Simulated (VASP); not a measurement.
Write the native input for VASP 6.6.1 that does the following.

| Item | Value |
| --- | --- |
| Task | single point |
| Functional | PBE |
| Potentials or basis | VASP PAW PBE potentials, release 64 (Ti_sv, Co) |
| Cutoff | 520 eV |
| k mesh | 11 × 11 × 11 |
| Occupations | fermi-dirac, width 0.1229 eV |
| Spin | no spin polarisation |
| Dipole correction | no |
| Further INCAR settings | ALGO = Normal; EDIFF = 1e-06; NBANDS = 18 |

The structure of TiCo lies in POSCAR:

```
TiCo
1.0
    2.9178910000      0.0000000000      0.0000000000
    0.0000000000      2.9178910000      0.0000000000
    0.0000000000      0.0000000000      2.9178910000
Ti Co
1 1
Direct
    0.5000000000      0.5000000000      0.5000000000
    0.0000000000      0.0000000000      0.0000000000
```

The cell was built by a generator and needn't be a form met in nature.

The input as run:

INCAR

```
ALGO = Normal
EDIFF = 1E-6
ENCUT = 520
GGA = PE
ISIF = 2
ISMEAR = -1
LASPH = T
LCHARG = T
LELF = T
LREAL = F
LVHAR = T
LWAVE = F
NBANDS = 18
NELM = 60
PREC = Accurate
SIGMA = 0.1229
```

KPOINTS

```
k-points
0
Gamma
  11 11 11
```

Potentials or basis: VASP PAW PBE potentials, release 64 (Ti_sv, Co).

Launch:

```bash
$ cat potpaw_PBE.64/Ti_sv/POTCAR potpaw_PBE.64/Co/POTCAR > POTCAR
$ mpirun -np 1 vasp_std > vasp.out
```

It gave:

```yaml
Pressure: 10.7 GPa
Band_gap_on_the_k_mesh: none (metal or under the smearing width)
```

It took 19 s on 1 thread of AMD EPYC 9R45 (Zen 5), with other jobs on the host, peak memory 0.12 GiB.
